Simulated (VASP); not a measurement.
Input:

```xyz
4
Lattice="2.2251 -3.8540 0.0000 2.2251 3.8540 0.0000 0.0000 0.0000 7.1374" Properties=species:S:1:pos:R:3 pbc="T T T"
Cd     2.2251    -1.2847     3.5695
Cd     2.2251     1.2847     0.0007
Se     2.2251    -1.2847     6.2517
Se     2.2251     1.2847     2.6829
```

Computed with PBE GGA, VASP's PBE PAW potentials (set 64) (plane waves; VASP 6.6.1). Settings: 480 eV cut-off, 6×6×4 Γ-centred mesh, Gaussian smearing of 0.050 eV, potentials Cd Se.

Task: Estimate the energy per atom (σ→0), band gap (on the k-mesh) with the smallest direct gap where there is one.

Result: 
- band gap (on the k-mesh): 0.49 eV
- smallest direct gap (on the k-mesh): 0.49 eV
- energy per atom (σ→0): -2.744 eV/atom

Only differences to runs with the same potentials and settings are physical.

The compound is CdSe in the wurtzite structure. This cell was strained or had an atom moved on purpose.
